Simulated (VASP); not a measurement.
Input for VASP

### KPOINTS
```
Automatic mesh
0
Gamma
10 10 5
0 0 0
```

**INCAR**
```
ALGO  =  Normal   # blocked Davidson
IBRION  =  2
SYSTEM  =  GaN
NSW  =  30   # most ionic steps
LCHARG  =  .FALSE.
ISMEAR  =  0   # Gaussian
SIGMA  =  0.05   # width (eV)
PREC  =  Accurate
GGA  =  PS   # PBEsol
LREAL  =  .FALSE.   # projection in real space or not
LASPH  =  .TRUE.   # aspherical one-centre terms
LWAVE  =  .FALSE.
EDIFF  =  1E-7
EDIFFG  =  -0.01   # ionic stop
ISIF  =  4   # ions and shape, fixed volume
NELM  =  100
LMAXMIX  =  4   # l cut-off of mixed one-centre charges
ENCUT  =  520
```

POSCAR:
```
GaN
1
    1.5586380117    -2.6996401899     0.0000000000
    1.5586380117     2.6996401899     0.0000000000
    0.0000000000     0.0000000000     5.0767461619
Ga N
2 2
Direct
  0.6666670000   0.3333330000   0.5000982246
  0.3333330000   0.6666670000   0.0000982246
  0.6666670000   0.3333330000   0.8769017754
  0.3333330000   0.6666670000   0.3769017754
```

POTCAR, in this order: Ga_d N (PBE.64 set). Program: vasp_std.

Task: Translate this PBEsol calculation to Quantum ESPRESSO's pw.x.

Result: One equivalent input (not run):
```
&CONTROL
  calculation = 'vc-relax'
  pseudo_dir = './pseudo'
  outdir = './out'
  tprnfor = .true.
  tstress = .true.
  nstep = 30
  forc_conv_thr = 0.00039
/
&SYSTEM
  ibrav = 0
  nat = 4
  ntyp = 2
  ecutwfc = 84
  occupations = 'smearing'
  smearing = 'gaussian'
  degauss = 0.003675
  input_dft = 'pbesol'
/
&ELECTRONS
  conv_thr = 7.3e-09
  electron_maxstep = 100
/
&IONS
/
&CELL
  cell_dofree = 'shape'
/
ATOMIC_SPECIES
  Ga 69.723 Ga.upf
  N 14.007 N.upf
CELL_PARAMETERS angstrom
     1.5586380   -2.6996402    0.0000000
     1.5586380    2.6996402    0.0000000
     0.0000000    0.0000000    5.0767462
ATOMIC_POSITIONS crystal
  Ga   0.6666670  0.3333330  0.5000982
  Ga   0.3333330  0.6666670  0.0000982
  N    0.6666670  0.3333330  0.8769018
  N    0.3333330  0.6666670  0.3769018
K_POINTS automatic
  10 10 5 0 0 0
```
What does not carry over: the potentials are each code's own (VASP's PAW set, PseudoDojo norm-conserving files in pw.x), so ENCUT and ecutwfc are chosen apart and not converted; conv_thr bounds pw.x's estimated SCF error, while EDIFF bounds the energy change between steps; forc_conv_thr acts on force components and is met together with etot_conv_thr.

The compound is GaN in the wurtzite structure. This cell is one point of a volume scan, at 0.94 of the reference volume. Symmetry was kept, so distortions that lower it aren't found.
